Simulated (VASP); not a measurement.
Input:

```yaml
crystal:
  lattice:
    - [4.51239, 0.00000, 0.00000]
    - [0.00000, 4.51239, 0.00000]
    - [0.00000, 0.00000, 4.51233]
  atoms:
    - { symbol: Ba, position: [0.50000, 0.50000, 0.50000] }
    - { symbol: Pr, position: [0.00000, 0.00000, 0.00000] }
    - { symbol: O, position: [0.00000, 0.50000, 0.00000] }
    - { symbol: O, position: [0.50000, 0.00000, 0.00000] }
    - { symbol: O, position: [0.00000, 0.00000, 0.50000] }
```

Level of theory: PBEsol GGA with spin-orbit coupling, VASP's PBE PAW potentials (set 64) (plane waves; VASP). Run with 520 eV cut-off, 6×6×6 Γ-centred mesh, Gaussian smearing of 0.050 eV, potentials Ba_sv Pr_3 O.

The 4f electrons are frozen in the core of the lanthanide potential, so 4f levels, which can set the real gap, and their magnetism are missing.

**Question.** What does the run give for the energy per atom (σ→0), band gap (over mesh and band path) with the smallest direct gap where there is one?

**Answer.** 
| Property | Value |
|---|---|
| band gap (over mesh and band path) | none (metal, semimetal or under 0.01 eV) |
| energy per atom (σ→0) | -7.182 eV/atom |

Only differences to runs with the same potentials and settings are physical.

The structure comes from a computed database's BaPrO3 entry (Pm-3m); how it stands against other phases isn't given here. It was relaxed first, which changed the volume by -5 %.
